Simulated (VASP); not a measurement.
SnSe2, 3 atoms in the cell. The structure is trigonal, space group P-3m1 (No. 164). Conventional cell: a = 3.806 Å, b = 3.806 Å, c = 5.888 Å, α = 90.00°, β = 90.00°, γ = 120.00°. Sn (site symmetry -3m) has 6 Se at 2.70 Å as nearest neighbours. Around Se (site symmetry 3m) lie 3 Sn at 2.70 Å. 

| Property | Result |
| --- | --- |
| Program | VASP 6.6.1 |
| Task | relaxation of cell and atoms |
| Functional | LDA |
| Potentials or basis | VASP PAW LDA potentials, release 64 (Sn_d, Se) |
| Cutoff | 600 eV |
| k mesh | 9 × 9 × 5 |
| Occupations | gaussian, width 0.03 eV |
| Spin | no spin polarisation |
| Further INCAR settings | ALGO = Normal; EDIFF = 1e-07; IBRION = 2; EDIFFG = -0.005; NSW = 90; ISIF = 3 |

Potentials or basis: VASP PAW LDA potentials, release 64 (Sn_d, Se).

The run is started by

```console
$ cat potpaw_LDA.64/Sn_d/POTCAR potpaw_LDA.64/Se/POTCAR > POTCAR
$ mpirun -np 1 vasp_std > vasp.out
```

Hardware: 1 thread of AMD EPYC 9R45 96-Core Processor (Zen 5), with other jobs on the host.

Problem. How long does it take, and how much memory?

Solution. Wall time 42 s on 1 thread of AMD EPYC 9R45 96-Core Processor (Zen 5), with other jobs on the host, peak memory 0.19 GiB. Counts: scf iterations 18, k points 50, ion steps 2.
